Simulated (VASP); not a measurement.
Calculation: LDA (Ceperley-Alder, Perdew-Zunger), VASP's LDA PAW potentials (set 64) (plane waves; VASP 6.6.1).

The input files of a VASP run:

**POSCAR**
```
Te2Mo
1
    3.4653495469     0.0000000000     0.0000000000
   -1.7326747734     3.0010810875    -0.0000000000
   -0.0000000000     0.0000000000    17.5559367381
Te Mo
2 1
Direct
  0.3333330000   0.6666670000   0.8975523036
  0.3333330000   0.6666670000   0.1024476964
  0.0000000000   0.0000000000   0.0000000000
```

### KPOINTS
```
K-points
0
G
  7 7 2
0 0 0
```

INCAR:
```
SYSTEM = Te2Mo
PREC = Accurate
ENCUT = 400
EDIFF = 1E-8
NELM = 100
ALGO = Normal
LREAL = .FALSE.
LASPH = .TRUE.
ISMEAR = 0
SIGMA = 0.05
LMAXMIX = 4
LWAVE = .FALSE.
LCHARG = .FALSE.
IBRION = 1
ISIF = 2
NSW = 30
EDIFFG = -0.001
```

POTCAR, in this order: Te Mo_sv (LDA.64 set). Program: vasp_std.

The run wrote:

File OUTCAR:
```
 ion  position               nearest neighbor table
   1  0.333  0.667  0.898-   3 2.69   3 2.69   3 2.69   2 3.60
   2  0.333  0.667  0.102-   3 2.69   3 2.69   3 2.69   1 3.60
   3  0.000  0.000  0.000-   1 2.69   2 2.69   1 2.69   2 2.69   1 2.69   2 2.69
  LATTYP: Found a hexagonal cell.
 ALAT       =     3.4653495469
 C/A-ratio  =     5.0661373407
 Subroutine PRICEL returns:
 Original cell was already a primitive cell.
 Subroutine GETGRP returns: Found 12 space group operations
The static configuration has the point symmetry D_3h.
The dynamic configuration has the point symmetry D_3h.
 Subroutine INISYM returns: Found 12 space group operations
 Subroutine IBZKPT returns following result:
 Found     16 irreducible k-points:

 Following reciprocal coordinates:
            Coordinates               Weight
  0.000000  0.000000  0.000000      1.000000
  0.142857  0.000000  0.000000      6.000000
  0.285714 -0.000000  0.000000      6.000000
  0.428571  0.000000  0.000000      6.000000
  0.142857  0.142857  0.000000      6.000000
  0.285714  0.142857  0.000000     12.000000
  0.428571  0.142857  0.000000      6.000000
...
```

### OSZICAR
```
       N       E                     dE             d eps       ncg     rms          rms(c)
DAV:   1     0.113627947867E+03    0.11363E+03   -0.10583E+04   768   0.102E+03
DAV:   2    -0.149980449795E+02   -0.12863E+03   -0.12694E+03   748   0.231E+02
DAV:   3    -0.210285394270E+02   -0.60305E+01   -0.59675E+01   741   0.439E+01
DAV:   4    -0.211850875808E+02   -0.15655E+00   -0.15644E+00   829   0.686E+00
DAV:   5    -0.211863276007E+02   -0.12400E-02   -0.12398E-02   765   0.657E-01    0.168E+01
DAV:   6    -0.207080288739E+02    0.47830E+00   -0.37417E+00   590   0.133E+01    0.609E+00
DAV:   7    -0.206731023431E+02    0.34927E-01   -0.37889E+00   617   0.104E+01    0.453E+00
DAV:   8    -0.204729988005E+02    0.20010E+00   -0.10549E+00   619   0.620E+00    0.160E+00
DAV:   9    -0.204740625193E+02   -0.10637E-02   -0.79508E-02   667   0.165E+00    0.832E-01
DAV:  10    -0.204692035362E+02    0.48590E-02   -0.29165E-02   619   0.118E+00    0.151E-01
DAV:  11    -0.204694296528E+02   -0.22612E-03   -0.10838E-03   629   0.217E-01    0.950E-02
DAV:  12    -0.204695490477E+02   -0.11939E-03   -0.16289E-04   706   0.661E-02    0.606E-02
DAV:  13    -0.204697779271E+02   -0.22888E-03   -0.63963E-04   554   0.133E-01    0.547E-02
DAV:  14    -0.204698128602E+02   -0.34933E-04   -0.18830E-05   714   0.292E-02    0.409E-02
DAV:  15    -0.204699126682E+02   -0.99808E-04   -0.68116E-05   567   0.479E-02    0.107E-02
DAV:  16    -0.204699456895E+02   -0.33021E-04   -0.98266E-06   644   0.157E-02    0.625E-03
DAV:  17    -0.204700054890E+02   -0.59800E-04   -0.47259E-06   621   0.715E-03    0.738E-03
DAV:  18    -0.204700504360E+02   -0.44947E-04   -0.30423E-06   606   0.827E-03    0.787E-03
DAV:  19    -0.204700623252E+02   -0.11889E-04   -0.44050E-07   682   0.313E-03    0.414E-03
DAV:  20    -0.204700725535E+02   -0.10228E-04   -0.72342E-07   567   0.321E-03    0.148E-03
DAV:  21    -0.204700734262E+02   -0.87275E-06   -0.66539E-08   692   0.926E-04    0.682E-04
DAV:  22    -0.204700740694E+02   -0.64321E-06   -0.22392E-08   449   0.462E-04    0.314E-04
DAV:  23    -0.204700741405E+02   -0.71099E-07   -0.20755E-09   465   0.174E-04    0.253E-04
DAV:  24    -0.204700741586E+02   -0.18096E-07   -0.72933E-10   357   0.132E-04    0.463E-05
DAV:  25    -0.204700741612E+02   -0.25448E-08   -0.12035E-10   289   0.603E-05
   1 F= -.20470074E+02 E0= -.20470074E+02  d E =-.204701E+02
       N       E                     dE             d eps       ncg     rms          rms(c)
DAV:   1    -0.204700822080E+02   -0.80494E-05   -0.35341E-04   544   0.891E-02    0.155E-02
DAV:   2    -0.204700830968E+02   -0.88878E-06   -0.17745E-05   564   0.234E-02    0.101E-02
DAV:   3    -0.204700829920E+02    0.10477E-06   -0.18240E-06   679   0.873E-03    0.488E-03
DAV:   4    -0.204700830442E+02   -0.52200E-07   -0.12333E-06   595   0.602E-03    0.336E-03
DAV:   5    -0.204700829656E+02    0.78619E-07   -0.50300E-07   594   0.424E-03    0.248E-04
DAV:   6    -0.204700829667E+02   -0.11260E-08   -0.15392E-08   440   0.792E-04
   2 F= -.20470083E+02 E0= -.20470083E+02  d E =-.880556E-05
       N       E                     dE             d eps       ncg     rms          rms(c)
DAV:   1    -0.204700835891E+02   -0.62352E-06   -0.63033E-05   544   0.376E-02    0.627E-03
DAV:   2    -0.204700837464E+02   -0.15733E-06   -0.32609E-06   564   0.101E-02    0.436E-03
DAV:   3    -0.204700837229E+02    0.23550E-07   -0.32900E-07   678   0.371E-03    0.215E-03
DAV:   4    -0.204700837346E+02   -0.11732E-07   -0.19309E-07   587   0.239E-03    0.141E-03
DAV:   5    -0.204700837216E+02    0.13035E-07   -0.89742E-08   474   0.179E-03    0.938E-05
DAV:   6    -0.204700837215E+02    0.11914E-09   -0.27484E-09   272   0.380E-04
   3 F= -.20470084E+02 E0= -.20470084E+02  d E =-.754751E-06
```

File OUTCAR:
```
------------------------ aborting loop because EDIFF is reached ----------------------------------------
  FORCE on cell =-STRESS in cart. coord.  units (eV):
  Direction    XX          YY          ZZ          XY          YZ          ZX
  --------------------------------------------------------------------------------------
  Total       -0.0087259     -0.0087259     -0.0886487     -0.0000000      0.0000000      0.0000000
  in kB       -0.0765725     -0.0765725     -0.7779182     -0.0000000      0.0000000      0.0000000
  external PRESSURE =      -0.3103544 kB  Pullay stress =       0.0000000 kB
  volume of cell :      182.58
      direct lattice vectors                 reciprocal lattice vectors
     3.465349547  0.000000000  0.000000000     0.288571178  0.166606628  0.000000000
    -1.732674773  3.001081087  0.000000000     0.000000000  0.333213256  0.000000000
     0.000000000  0.000000000 17.555936738     0.000000000  0.000000000  0.056960789
 POSITION                                       TOTAL-FORCE (eV/Angst)
 -----------------------------------------------------------------------------------
     -0.00000      2.00072     15.75654         0.000000      0.000000     -0.000001
     -0.00000      2.00072      1.79939         0.000000      0.000000      0.000001
      0.00000      0.00000      0.00000        -0.000000     -0.000000      0.000000
 -----------------------------------------------------------------------------------
    total drift:                                0.000938     -0.000534      0.000000
  FREE ENERGIE OF THE ION-ELECTRON SYSTEM (eV)
  ---------------------------------------------------
  free  energy   TOTEN  =       -20.4700837215 eV

  energy  without entropy=      -20.4700837215  energy(sigma->0) =      -20.47008372

 reached required accuracy - stopping structural energy minimisation
```
(Selected blocks of OUTCAR.)

### CONTCAR
```
Te2Mo
   1.00000000000000
     3.4653495469000002    0.0000000000000000    0.0000000000000000
    -1.7326747734000001    3.0010810874999998    0.0000000000000000
     0.0000000000000000    0.0000000000000000   17.5559367381000015
  Te              Mo
     2     1
Direct
     0.3333330000000032    0.6666669999999968    0.8975051504324214
     0.3333330000000032    0.6666669999999968    0.1024948495675786
     0.0000000000000000    0.0000000000000000    0.0000000000000000
```

The cell holds a wide vacuum, so values per volume refer to the whole cell.

The cell is a sheet with vacuum, built from a database entry that may be metastable or hypothetical.
